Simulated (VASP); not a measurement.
The system is SrTiO3.

```
CELL_PARAMETERS angstrom
3.89475 0.00000 0.00000
0.00000 3.89475 0.00000
0.00000 0.00000 3.89475
ATOMIC_POSITIONS crystal
Sr 0.50000 0.50000 0.50000
Ti 0.00000 0.00000 0.00000
O 0.50000 0.00000 0.00000
O 0.00000 0.50000 0.00000
O 0.00000 0.00000 0.50000
```

Base run:

| Property | Result |
| --- | --- |
| Program | VASP 6.6.1 |
| Functional | PBEsol |
| Potentials or basis | VASP PAW PBE potentials, release 64 (Sr_sv, Ti_sv, O) |
| Cutoff | 520 eV |
| k mesh | 8 × 8 × 8 |
| Occupations | gaussian, width 0.03 eV |
| Spin | no spin polarisation |

Its results: band gap on the k mesh 1.81 eV, indirect (least direct gap 2.17 eV).

The run is repeated on the same cell with these changes: functional from PBEsol to TB-mBJ. What comes out?

Band gap on the k mesh 2.85 eV, indirect (least direct gap 3.26 eV).
